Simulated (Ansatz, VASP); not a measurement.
# Cross-check of YScTiSi between VASP and Ansatz, part 2 of 2

Wanted: the spread between two codes on one cell, functional and k mesh. The cell is invented: As first built, before any earlier steps moved the atoms (in the runner's words): it takes the TbScSi2 structure with some of its atoms replaced by other elements, volume scaled by an estimate. It may not be a known or stable phase.

VASP 6.6.1 and Ansatz 0.2.0.

So far. Step 2 (VASP: single point, PBE): The run ends at a pressure of 0.00 GPa, with forces up to 0.0095 eV/Å.

## Step 3: Ansatz: single point, PBE

Level of this step: Ansatz beside VASP: Kohn-Sham DFT, plane waves, PBE (Ansatz).

Ansatz runs on its default PAW (the set named soft_2) files.

The same cell, functional, mesh and smearing now go to Ansatz, which takes its cutoff from its data sets.

File input.yaml:

```yaml
crystal:
  lattice:
    - [4.1821505326, 0.0, 0.0]
    - [0.0, 1.9025613513, 5.4936574432]
    - [0.0, -1.9025613513, 5.4936574432]
  atoms:
    - { symbol: "Y", position: [0.5, 0.8475188681, 0.8475188681] }
    - { symbol: Ti, position: [0.0, 0.4384901443, 0.4384901443], spin: 1.0 }
    - { symbol: Sc, position: [0.0, 0.1444380105, 0.1444380105] }
    - { symbol: Si, position: [0.5, 0.5695529771, 0.5695529771] }
hamiltonian:
  xc: pbe
  pseudopotentials: { kind: paw }
magnetization:
  spin_polarized: true
kpoints:
  mp_grid: { grid: [6, 6, 6] }
scf:
  occupations: { method: fermi_dirac, width: 0.05 }
  n_extra_bands: 5
output:
  forces: true
  stress: true
  eigenvalues: true
```

Launch:

```bash
$ ansatz run input.yaml --threads 2 --pin off --max-ram 4608MiB --backend cpu --events-out ev --progress --plain --runs-dir out
```

Numbers of over 12 decimals in the logs are rounded to 6 here.

The log of the run:

```text
scf.n_extra_bands = 5 over 19 filled bands (N_el = 38.0): the run solves 24 bands
Engine: ansatz 0.2.0, aarch64-unknown-linux-gnu
Pseudopotentials: kind: paw
Pseudopotential: Y, paw, valence charge 11, recommended cutoff 420 eV (normal), Y.paw.azcp
Pseudopotential: Ti, paw, valence charge 12, recommended cutoff 420 eV (normal), Ti.paw.azcp
Pseudopotential: Sc, paw, valence charge 11, recommended cutoff 420 eV (normal), Sc.paw.azcp
Pseudopotential: Si, paw, valence charge 4, recommended cutoff 420 eV (normal), Si.paw.azcp
Functional definition: PBE
  parameter kappa = 0.804
  parameter beta = 0.066725
  exchange = pbe_x(kappa = kappa, mu = beta*pi^2/3)
  correlation = pbe_c(beta = beta)
Crystal: 4 atoms, lattice volume = 87.424 Å³
Basis set: ecut = 420 eV, 1701 PW (Γ), exchange–correlation on 60×80×80 points (8 copies of the dense FFT grid, shifted against one another)
Bands: 24, of which v1, the nominal top of the filled ones, is band 19 counted from 1 (18 counted from 0)
Symmetry: 4 space group operations
Space group: Amm2 (ITA 38), of the structure as read, at distance tolerance 4.4e-5 Å
Magnetic group: BNS 38.187 (UNI 285), of the structure as read, at distance tolerance 4.4e-5 Å
k-points: 52 of 216 (time reversal used)
Non-local potential: Y, projectors of the file, l = 0: 3, l = 1: 2, l = 2: 2, l = 3: 1
Non-local potential: Ti, projectors of the file, l = 0: 3, l = 1: 2, l = 2: 3, l = 3: 1
Non-local potential: Sc, projectors of the file, l = 0: 3, l = 1: 2, l = 2: 3, l = 3: 1
Non-local potential: Si, projectors of the file, l = 0: 2, l = 1: 2, l = 2: 2
PAW form: soft (Blöchl's): semilocal exchange-correlation on the pseudo side does not see the compensation charge
PAW one-centre angular grid: Y, 590 points (default); XC on 64 Gauss nodes
PAW one-centre angular grid: Ti, 590 points (default); XC on 64 Gauss nodes
PAW one-centre angular grid: Sc, 590 points (default); XC on 64 Gauss nodes
PAW one-centre angular grid: Si, 110 points (default); XC on 64 Gauss nodes
Initial density: superposition of atomic densities (chi_scale 0.1, normalization cell, long waves kept (reshape's long-wave potential 0.00 eV rms))
Starting moments: Σ|m| = 1 μB on 1 of 4 sites
Initial wavefunctions: pseudopotential atomic-orbital guess
Functional: x = pbe(κ = 0.804, μ = 0.219515), c = pbe(β = 0.066725)
SCF iter   1: F=—  HF=-9121.376318 eV  |F-HF|=—  |Δ(HF+E_count)|=         —  Δρ=2.43e-2 (↑2.43e-2 ↓2.42e-2)  dr2=2.32e0  dr2_m=2.81e-1  M=0.209 μB ∫|m|=0.315 μB  β_m=0.30  ethr=3.10e-3  ⟨swp⟩=5.2  Hψ=11291  notcnv=0
Mixer restart at iter 1: flushing history
preconditioner: auto → Kerker (q_TF=auto, 2.375 Å⁻¹)  [metal: Δε(μ)=0.008 eV  Ē_g=3.897 eV  σ=0.050 eV  W_gap=0.04  n_scr=22 (ndim 8)  ℏωp=14.9 eV  f_vac=0.000  D(μ)=5.06/eV (n_scr^D=44)]
spin=Collinear: Kerker preconditioning applied to the charge; magnetization (m = ρ↑ − ρ↓) channel mixes plain (no charge-response kernel on spin).
SCF iter   2: F=—  HF=-9121.218750 eV  |F-HF|=—  |Δ(HF+E_count)|=   1.58e-1  Δρ=1.78e-2 (↑1.64e-2 ↓1.78e-2)  dr2=1.30e0  dr2_m=1.38e-1  M=0.241 μB ∫|m|=0.325 μB  β_m=0.65  ethr=3.10e-3  ⟨swp⟩=2.0  Hψ=3705  notcnv=0
SCF iter   3: F=—  HF=-9121.135837 eV  |F-HF|=—  |Δ(HF+E_count)|=   8.29e-2  Δρ=4.85e-3 (↑4.85e-3 ↓3.17e-3)  dr2=6.55e-2  dr2_m=4.72e-3  M=0.229 μB ∫|m|=0.271 μB  β_m=0.73  ethr=3.10e-3  ⟨swp⟩=3.1  Hψ=4687  notcnv=0
SCF iter   4: F=—  HF=-9121.128552 eV  |F-HF|=—  |Δ(HF+E_count)|=   7.29e-3  Δρ=1.48e-3 (↑9.94e-4 ↓1.48e-3)  dr2=4.53e-3  dr2_m=5.39e-4  M=0.191 μB ∫|m|=0.217 μB  β_m=0.71  ethr=1.72e-4  ⟨swp⟩=2.6  Hψ=5243  notcnv=0
SCF iter   5: F=—  HF=-9121.126326 eV  |F-HF|=—  |Δ(HF+E_count)|=   2.23e-3  Δρ=1.32e-3 (↑1.32e-3 ↓5.02e-4)  dr2=4.56e-3  dr2_m=2.42e-4  M=0.172 μB ∫|m|=0.192 μB  β_m=0.84  ethr=1.19e-5  ⟨swp⟩=2.2  Hψ=4695  notcnv=0
SCF iter   6: F=—  HF=-9121.129311 eV  |F-HF|=—  |Δ(HF+E_count)|=   2.98e-3  Δρ=6.67e-4 (↑6.67e-4 ↓3.52e-4)  dr2=3.57e-4  dr2_m=1.74e-4  M=0.151 μB ∫|m|=0.166 μB  β_m=0.92  ethr=1.19e-5  ⟨swp⟩=2.0  Hψ=3477  notcnv=0
SCF iter   7: F=—  HF=-9121.129450 eV  |F-HF|=—  |Δ(HF+E_count)|=   1.39e-4  Δρ=3.72e-4 (↑2.02e-4 ↓3.72e-4)  dr2=7.47e-5  dr2_m=6.27e-5  M=0.126 μB ∫|m|=0.136 μB  β_m=0.96  ethr=9.38e-7  ⟨swp⟩=2.1  Hψ=4229  notcnv=0
SCF iter   8: F=—  HF=-9121.129514 eV  |F-HF|=—  |Δ(HF+E_count)|=   6.45e-5  Δρ=2.57e-4 (↑2.57e-4 ↓1.07e-4)  dr2=7.30e-5  dr2_m=2.03e-5  M=0.100 μB ∫|m|=0.107 μB  β_m=0.98  ethr=1.97e-7  ⟨swp⟩=2.0  Hψ=4547  notcnv=0
SCF iter   9: F=—  HF=-9121.129553 eV  |F-HF|=—  |Δ(HF+E_count)|=   3.88e-5  Δρ=2.03e-4 (↑2.03e-4 ↓8.30e-5)  dr2=6.84e-5  dr2_m=1.22e-5  M=0.083 μB ∫|m|=0.088 μB  β_m=0.99  ethr=1.92e-7  ⟨swp⟩=2.2  Hψ=3872  notcnv=0
SCF iter  10: F=—  HF=-9121.129589 eV  |F-HF|=—  |Δ(HF+E_count)|=   3.61e-5  Δρ=6.71e-5 (↑6.71e-5 ↓5.52e-5)  dr2=2.50e-6  dr2_m=2.72e-6  M=0.056 μB ∫|m|=0.059 μB  β_m=1.00  ethr=1.80e-7  ⟨swp⟩=2.0  Hψ=3296  notcnv=0
SCF iter  11: F=—  HF=-9121.129608 eV  |F-HF|=—  |Δ(HF+E_count)|=   1.95e-5  Δρ=4.07e-5 (↑4.07e-5 ↓3.13e-5)  dr2=6.38e-7  dr2_m=9.56e-7  M=0.036 μB ∫|m|=0.038 μB  β_m=1.00  ethr=6.58e-9  ⟨swp⟩=3.0  Hψ=5084  notcnv=0
SCF iter  12: F=—  HF=-9121.129619 eV  |F-HF|=—  |Δ(HF+E_count)|=   1.03e-5  Δρ=2.61e-5 (↑2.06e-5 ↓2.61e-5)  dr2=2.55e-7  dr2_m=4.04e-7  M=0.024 μB ∫|m|=0.025 μB  β_m=1.00  ethr=1.68e-9  ⟨swp⟩=3.0  Hψ=5202  notcnv=0
SCF iter  13: F=—  HF=-9121.129625 eV  |F-HF|=—  |Δ(HF+E_count)|=   6.82e-6  Δρ=8.64e-6 (↑7.70e-6 ↓8.64e-6)  dr2=6.49e-8  dr2_m=3.92e-8  M=0.007 μB ∫|m|=0.007 μB  β_m=1.00  ethr=6.71e-10  ⟨swp⟩=3.0  Hψ=5356  notcnv=0
SCF iter  14: F=—  HF=-9121.129626 eV  |F-HF|=—  |Δ(HF+E_count)|=   5.72e-7  Δρ=3.89e-6 (↑3.82e-6 ↓3.89e-6)  dr2=7.95e-8  dr2_m=1.94e-9  M=0.001 μB ∫|m|=0.001 μB  β_m=1.00  ethr=1.71e-10  ⟨swp⟩=3.0  Hψ=5298  notcnv=0
SCF iter  15: F=—  HF=-9121.129626 eV  |F-HF|=—  |Δ(HF+E_count)|=   1.55e-8  Δρ=1.32e-6 (↑1.32e-6 ↓8.78e-7)  dr2=6.46e-9  dr2_m=2.76e-10  M=-0.000 μB ∫|m|=0.000 μB  β_m=1.00  ethr=1.71e-10  ⟨swp⟩=2.0  Hψ=4130  notcnv=0
SCF iter  16: F=-9121.129626 eV  HF=-9121.129626 eV  |F-HF|=6.55e-11  |Δ(HF+E_count)|=   1.72e-9  Δρ=2.26e-7 (↑2.26e-7 ↓2.00e-7)  dr2=4.76e-11  dr2_m=2.75e-11  M=-0.000 μB ∫|m|=0.000 μB  ethr=1.70e-11  ⟨swp⟩=1.3  Hψ=6319  notcnv=0
SCF 1 converged in 16 iterations: F = -9121.129626 eV  dr2 = 4.76e-11
  greatest PAW one-centre occupation: 0.999 electrons in one spin orbital (limit 2), on the Ti atom at site 1 (counted from 0), in its partial waves of l = 0
the search or the solves at the SCF's close seem to have found levels that the self-consistency loop had missed (the run counts 1). By its estimate they hold under 1e-12 electrons; where the run keeps them, the occupations were computed again with them
WARN: the starting moments were not kept: the SCF closed with an absolute magnetisation of 1.2e-4 μB, where they sum to 1 μB in size (1 site). That is at most 0.1 of that sum. Measured as dr2_m measures the in/out step, that magnetisation stands 1.0e-9 eV from none, at or under the dr2_threshold of 1.0e-7 eV: it is no larger than a step whose dr2_m would equal this threshold. The system may hold no moment; this SCF s [...]
SCF converged after 16 iterations
Magnetization: -0.0001 μB (18.9999 up, 19.0001 down)
Absolute magnetization: 0.0001 μB (∫|ρ↑−ρ↓|, with the PAW one-centre terms)
Spin contamination: 0.0000 ħ² per cell (⟨S²⟩ above its minimum at these occupations)
Per-site moments (μB) at R_I (Å): [(-1.380460464531844e-5, 1.236908), (-3.0459853807474057e-5, 1.047318), (-1.54820083920672e-5, 1.214552), (1.355777888578517e-6, 1.047318)]
Free energy (F): -9121.129626 eV
Harris-Foulkes:  -9121.129626 eV  (|F-HF|=6.55e-11)
Internal energy: -9121.083644 eV  (E = F + TS)
E sigma→0 (E₀):  -9121.106635 eV
Entropy (-TS):   -0.045982 eV (-11.495 meV/atom)
Fermi energy:    10.148372 eV
--- Per-component energies (eV) ---
  E_band       = -440.140176
  E_kinetic    = 880.157112
  E_local      = -2532.140271  (includes V_loc(G=0)·N_el)
  E_nonlocal   = 167.297554
  E_hartree    = 942.835769
  E_xc         = -431.122027
  E_vxc        = -498.001774  (∫ρ·V_xc dr)
  E_paw        = -5341.482752  (= ΣΔE_a)
  E_vpaw       = -343.124276  (= ΣTr[D̂ρ^β])
  E_aug_tail   = 0.000140  (compensation charges beyond the density's cutoff)
  E_ewald      = -2806.629170
  E_smearing   = -0.045982  (= −TS)
  E_closure    = -0.000000  (closes the sum)
  Σ components = -9121.129626   (vs F -9121.129626, Δ=0.00e0)
--- Forces (eV/Å), atoms counted from 1 ---
  atom   1  Y     -0.00000000     0.00000000    -0.00983775
  atom   2  Ti     0.00000000     0.00000000     0.00458568
  atom   3  Sc    -0.00000000     0.00000000     0.00343452
  atom   4  Si     0.00000000     0.00000000     0.00181462
  max |Σ_I F_I| component: 2.93e-6 eV/Å
--- Stress (GPa, compression-positive) ---
        0.194848       0.000000       0.000000
        0.000000       0.235654       0.000000
        0.000000       0.000000       0.204937
  P = ⅓ Tr σ = 0.2118 GPa (2.118 kbar)
--- Band table (eV; the first three rows and the last of 104) ---
  k-point 0 ↑: bands = [... 15 lower, 8.6387, 9.1824, 9.8833, 9.9523, 10.4534, 11.6838, 11.6872, 11.9431, ... 1 higher]
  k-point 1 ↑: bands = [... 15 lower, 8.6048, 8.8636, 9.4813, 10.1780, 10.4039, 11.1931, 11.6342, 11.9522, ... 1 higher]
  k-point 2 ↑: bands = [... 15 lower, 8.5236, 8.6950, 9.9018, 9.9126, 10.1634, 10.9582, 11.0115, 12.0869, ... 1 higher]
  k-point 51 ↓: bands = [... 15 lower, 8.8954, 9.4701, 9.5509, 9.7451, 10.1951, 10.9750, 11.2120, 11.9387, ... 1 higher]
```

Wall time 45 s (2 threads of Arm Neoverse N1, shared host); peak memory 0.51 GiB.

In the SCF lines HF is the Harris–Foulkes energy and dr2 the Hartree energy of the density residual, in eV; the loop may stop once dr2 is under the threshold and the program's other checks hold. Hψ counts applications of the Hamiltonian.

The run ends at a pressure of 0.21 GPa, with forces up to 0.0098 eV/Å.

## Step 4: Side by side

Known differences besides the potentials themselves: the cutoff is 420 eV in Ansatz and 400 eV in VASP; VASP leaves aspherical gradient terms in its spheres out (LASPH is not set), Ansatz keeps them. Total energies have different zeros and are not compared.

The two programs side by side:

| quantity | Ansatz | VASP | difference |
| --- | --- | --- | --- |
| pressure (GPa) | 0.21 | 0.00 | +0.21 |

At this near-relaxed geometry the largest component of a force difference is 6 meV/Å.

## Step 5: What came out

```json
{"difference in pressure (single point, PBE)": "0.21 GPa"}
```

What this shows: The difference in pressure is 0.21 GPa (single point, PBE), within the 1 GPa picked in this series as the mark of a large difference. Such differences can come from data sets, numerical settings and the points named under the comparisons, not from the functional's error against experiment.

[Lines on the potential files, build, host, timing and source positions are cut from VASP's logs without a mark.]

[Logs are printed without paths, hosts, clocks, repeated set-up lines and the standing remarks that a program may print on its own settings, such as how far it seeks lower states.]

[Hosts, paths, dates, database ids (printed as entryN), source tags and the programs' standing remarks are cut or masked in the printed files.]
